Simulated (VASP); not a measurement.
NaTl2MoI6, 10 atoms in the cell. The cell holds a amorphous, 10 atoms: a = 6.534 Å, b = 7.342 Å, c = 8.158 Å, α = 81.62°, β = 80.20°, γ = 93.36°. The cell was built by a generator and needn't be a form met in nature.

* Program: VASP 6.6.1
* Task: single point
* Functional: PBE
* Potentials or basis: VASP PAW PBE potentials, release 64 (Tl_d, I, Na_pv, Mo_sv)
* Cutoff: 520 eV
* k mesh: 3 × 2 × 2
* Occupations: gaussian, width 0.1 eV
* Spin: no spin polarisation
* Dipole correction: no
* Further INCAR settings: ALGO = Fast; EDIFF = 1e-06; NBANDS = 56

Potentials or basis: VASP PAW PBE potentials, release 64 (Tl_d, I, Na_pv, Mo_sv).

Launch:

```bash
$ cat potpaw_PBE.64/Tl_d/POTCAR potpaw_PBE.64/I/POTCAR potpaw_PBE.64/Na_pv/POTCAR potpaw_PBE.64/Mo_sv/POTCAR > POTCAR
$ mpirun -np 1 vasp_std > vasp.out
```

Hardware: 1 thread of AMD EPYC 9R45 96-Core Processor (Zen 5), on a shared host.

Estimate the wall time of this run.

Wall time 2.5 min on 1 thread of AMD EPYC 9R45 96-Core Processor (Zen 5) (shared host), peak memory 0.49 GiB. Counts: scf iterations 17, k points 8.
